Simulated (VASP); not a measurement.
Ta3AsAu2O13:

```xyz
19
Lattice="6.8007 -1.9216 -0.0262 6.8007 1.9216 -0.0262 -1.7223 0.0000 10.3729" Properties=species:S:1:pos:R:3 pbc="T T T"
Ta    2.9718    0.0000    6.5236
Ta    4.8678    0.0000    0.0213
Ta    7.0062    0.0000   10.3228
As    8.9252    0.0000    3.7233
Au    7.0966    0.0000    6.5221
Au    4.8091    0.0000    3.7731
O     3.2720    0.0000    8.3381
O     4.7052    0.0000    5.7491
O     9.6078    0.0000    6.1194
O     8.6255    0.0000    2.0474
O     7.2888    0.0000    4.4798
O     2.2695    0.0000    4.2576
O     6.9552    0.0000    8.4957
O     0.8547    0.0000    6.6412
O     4.9002    0.0000    1.8415
O    10.8759    0.0000    3.6718
O     6.8030    0.0000    0.0005
O     9.3446    0.0000   10.2506
O     2.5337    0.0000    0.0790
```

The cell was built by a generator and needn't be a form met in nature.

Base run:

```yaml
Program: VASP 6.6.1
Functional: PBE
Dispersion: TS
Potentials_or_basis: VASP PAW PBE potentials, release 64 (Ta_pv, As, Au, O)
Cutoff: 520 eV
k_mesh: 7 × 7 × 3
Occupations: fermi-dirac, width 0.05 eV
Spin: no spin polarisation
```

Its results: band gap on the k mesh none (metal or under the smearing width); pressure -0.9 GPa; largest force 0.292 eV/Å.

Question: The run is repeated on the same cell with these changes: dispersion from TS to none. What comes out?

Answer: Band gap on the k mesh none (metal or under the smearing width); pressure 0.7 GPa; largest force 0.288 eV/Å.

Dispersion adds attraction, which lowers the pressure at fixed volume.

Caveats: atom-pairwise D2, TS and ULG terms overbind metals (some runs); pairwise dispersion overbinds metals, which lowers pressure and volume (some runs).
